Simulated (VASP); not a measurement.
Input:

```xyz
2
Lattice="0.0000 3.2638 3.2638 3.2638 0.0000 3.2638 3.2638 3.2638 0.0000" Properties=species:S:1:pos:R:3 pbc="T T T"
Na     0.0000     0.0000     0.0000
I      3.2638     3.2638     3.2638
```

Method: PW91 GGA, VASP's PBE PAW potentials (set 64) (plane waves; VASP). Numerical set-up: 520 eV cut-off, Gaussian smearing of 0.050 eV, potentials Na_pv I.

Unless said otherwise, spin-orbit coupling is left out, though it shifts the bands of the heavy elements here.

Q: Give the energies of bands 5 to 10 at the high-symmetry points, in eV from the valence-band maximum.

A: 
```csv
band,Γ,X,U,L,W
5,0.00,-1.82,-1.57,-2.09,-1.35
6,0.00,-0.71,-1.28,-0.27,-1.35
7,0.00,-0.71,-0.57,-0.27,-0.89
8,3.60,4.50,5.21,5.08,5.79
9,7.92,5.59,6.66,7.42,7.45
10,7.92,9.72,8.60,7.42,7.45
```

The gap is direct, 3.60 eV, from the valence maximum at Γ to the conduction minimum at Γ.

Measured: gap 5.90 eV (computed value off by -2.30 eV), as given by Abedi et al., (2022), arXiv:2211.14644.

The compound is NaI in the rock salt structure. It was relaxed first.
